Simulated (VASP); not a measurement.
A convergence study with VASP on Au (fcc): a few settings are varied, all else stays as given below, so the limit is that of these other settings. The cell's lengths are 1 % over those of the tabulated start, so it is off equilibrium.

```yaml
crystal:
  lattice:
    - [0.00000, 2.06040, 2.06040]
    - [2.06040, 0.00000, 2.06040]
    - [2.06040, 2.06040, 0.00000]
  atoms:
    - { symbol: Au, position: [0.00000, 0.00000, 0.00000] }
```

These are LDA (Ceperley-Alder, Perdew-Zunger), VASP's LDA PAW potentials (set 64) (plane waves; VASP) values and carry that method's errors. The last row used: ADDGRID = .TRUE., 500 eV cut-off, 17×17×17 Γ-centred mesh, first-order Methfessel-Paxton smearing of 0.10 eV, potentials Au.

| setting | E (eV/atom) | pressure (GPa) | plane waves |
|---|---|---|---|
| ADDGRID = unset, ENCUT = 200, PREC = Low | -4.3459 | -35.20 | 125 |
| ADDGRID = unset, ENCUT = 200, PREC = Normal | -4.3451 | -35.20 | 125 |
| ADDGRID = .TRUE., ENCUT = 200, PREC = Normal | -4.3451 | -35.20 | 125 |
| ADDGRID = .TRUE., ENCUT = 200, PREC = Accurate | -4.3386 | -34.97 | 125 |
| ADDGRID = unset, ENCUT = 300, PREC = Low | -4.4278 | -9.25 | 216 |
| ADDGRID = unset, ENCUT = 300, PREC = Normal | -4.4269 | -9.26 | 216 |
| ADDGRID = .TRUE., ENCUT = 300, PREC = Normal | -4.4269 | -9.25 | 216 |
| ADDGRID = .TRUE., ENCUT = 300, PREC = Accurate | -4.4266 | -9.30 | 216 |
| ADDGRID = unset, ENCUT = 400, PREC = Low | -4.4207 | -8.58 | 331 |
| ADDGRID = unset, ENCUT = 400, PREC = Normal | -4.4198 | -8.59 | 331 |
| ADDGRID = .TRUE., ENCUT = 400, PREC = Normal | -4.4198 | -8.58 | 331 |
| ADDGRID = .TRUE., ENCUT = 400, PREC = Accurate | -4.4197 | -8.59 | 331 |
| ADDGRID = unset, ENCUT = 500, PREC = Low | … | -8.59 | 459 |
| ADDGRID = unset, ENCUT = 500, PREC = Normal | -4.4196 | -8.60 | 459 |
| ADDGRID = .TRUE., ENCUT = 500, PREC = Normal | -4.4196 | -8.60 | 459 |
| ADDGRID = .TRUE., ENCUT = 500, PREC = Accurate | -4.4196 | -8.60 | 459 |

**Question.** Some entries are withheld; supply them.

**Answer.** 
- ADDGRID = unset, ENCUT = 500, PREC = Low, E (eV/atom): -4.4202

Left out are rungs that failed or repeat a setting and relaxations that didn't move; long series are thinned to 24 rows.

The compound is Au in the fcc structure. The cell was not relaxed at this level.
